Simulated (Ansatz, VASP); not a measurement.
**CoNiSb in VASP and in Ansatz**

The input INCAR:

```
SYSTEM = CoNiSb
ALGO = Normal
EDIFF = 1E-7
ENCUT = 520
GGA = PE
ISIF = 2
ISMEAR = -1
ISPIN = 2
LASPH = .True.
LCHARG = .False.
LMAXMIX = 4
LORBIT = 11
LREAL = .False.
LWAVE = .False.
MAGMOM = 0 0 1 1 2 2
NBANDS = 37
NELM = 150
PREC = Accurate
SIGMA = 0.05
```

The input KPOINTS:

```
k-points
0
Gamma
  7 7 5
  0 0 0
```

POSCAR

```
CoNiSb
1.0
    4.2991090723      0.0000000000      0.0000000000
   -2.1495545361      3.7231376702      0.0000000000
    0.0000000000      0.0000000000      5.4510387245
Sb Ni Co
2 2 2
Direct
    0.3333333333      0.6666666667      0.2500000000
    0.6666666667      0.3333333333      0.7500000000
    0.3333333333      0.6666666667      0.7500000000
    0.6666666667      0.3333333333      0.2500000000
    0.0000000000      0.0000000000      0.0000000000
    0.0000000000      0.0000000000      0.5000000000
```

The input input.yaml:

```yaml
crystal:
  lattice:
    - [4.2991090723, 0.0, 0.0]
    - [-2.1495545361, 3.7231376702, 0.0]
    - [0.0, 0.0, 5.4510387245]
  atoms:
    - { symbol: Sb, position: [0.3333333333, 0.6666666667, 0.25] }
    - { symbol: Sb, position: [0.6666666667, 0.3333333333, 0.75] }
    - { symbol: Ni, position: [0.3333333333, 0.6666666667, 0.75], spin: 1.0 }
    - { symbol: Ni, position: [0.6666666667, 0.3333333333, 0.25], spin: 1.0 }
    - { symbol: Co, position: [0.0, 0.0, 0.0], spin: 2.0 }
    - { symbol: Co, position: [0.0, 0.0, 0.5], spin: 2.0 }
hamiltonian:
  xc: pbe
  pseudopotentials: { kind: paw }
magnetization:
  spin_polarized: true
kpoints:
  mp_grid: { grid: [7, 7, 5] }
scf:
  occupations: { method: fermi_dirac, width: 0.05 }
output:
  forces: true
  stress: true
  eigenvalues: true
```

Change from the starting cell: volume scaled by 1.04.

Alike in both runs: task single point; functional PBE; k mesh 7 × 7 × 5; occupations fermi-dirac, width 0.05 eV; collinear spin, ferromagnetic start.

```csv
,VASP,Ansatz
version,VASP 6.6.1,Ansatz 0.2.0
potentials or method,"VASP PAW PBE potentials, release 64 (Sb, Ni, Co)",Ansatz PAW
plane-wave cutoff (eV),520,420
valence electrons in the cell,48,100
```

```tsv
	VASP	Ansatz	Ansatz less VASP
gap on the k mesh at the Fermi level (eV)	none	none	-
pressure (GPa)	-4.5	-4.3	+0.26
largest component of the traceless stress (GPa)	0.64	0.78	+0.140
net moment per atom (μB)	0.34	0.35	+0.008
size of the moment on the site where the two differ most (μB)	1.01	1.05	+0.032
```

Site moments also hang on the region over which each program counts them. A gap of «none» marks a metal or a gap that the smearing closes. With one functional, cell and mesh, what is left measures potentials, basis and numerics. The two sets of potentials don't hold the same shells in valence.

Spin-orbit coupling is left out, which matters for the levels of Sb.
